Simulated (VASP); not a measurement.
A convergence study with VASP on SrTe (rock salt): one setting is varied, all else stays as given below, so the limit is that of these other settings. Each run relaxes cell and ions; the cell shown is the tightest run's result. The basis is that of the starting cell, so low cut-offs carry a Pulay error.

```
SrTe
1.0
    0.00000     3.36264     3.36264
    3.36264     0.00000     3.36264
    3.36264     3.36264     0.00000
Sr Te
1 1
Direct
  0.00000   0.00000   0.00000
  0.50000   0.50000   0.50000
```

Calculation: PBE GGA, VASP's PBE PAW potentials (set 64) (plane waves; VASP). The tightest run used: 700 eV cut-off, 6×6×6 Γ-centred mesh, Gaussian smearing of 0.050 eV, potentials Sr_sv Te.

The reference is ENCUT = 700, which took about 80 core-seconds. The timings are rough (shared machines, no repeats); factors under 2 mean little.

Problem. Of the settings ENCUT = 150; ENCUT = 200; ENCUT = 250; ENCUT = 300; ENCUT = 350; ENCUT = 400; ENCUT = 450; ENCUT = 500; ENCUT = 550; ENCUT = 600; ENCUT = 650; ENCUT = 700, which is the lowest that keeps the difference from the reference in relaxed volume (Å³/atom) within 0.02 from there on, and what does it cost?

Solution. ENCUT = 500; its cost over the reference is within a factor of 2.
| setting | difference in relaxed volume (Å³/atom) | cost over the reference |
|---|---|---|
| ENCUT = 150 | 3.033 | about 1/3 |
| ENCUT = 200 | 0.285 | about 1/4 |
| ENCUT = 250 | 0.211 | about 1/4 |
| ENCUT = 300 | 0.083 | about 1/3 |
| ENCUT = 350 | 0.016 | within a factor of 2 |
| ENCUT = 400 | 0.028 | about 1/2 |
| ENCUT = 450 | 0.030 | within a factor of 2 |
| ENCUT = 500 | 0.012 | within a factor of 2 |
| ENCUT = 550 | 0.000 | within a factor of 2 |
| ENCUT = 600 | 0.001 | within a factor of 2 |
| ENCUT = 650 | 0.001 | within a factor of 2 |
| ENCUT = 700 | 0.000 | reference |

Left out are rungs that failed or repeat a setting and relaxations that didn't move; long series are thinned to 24 rows.

The compound is SrTe in the rock salt structure.
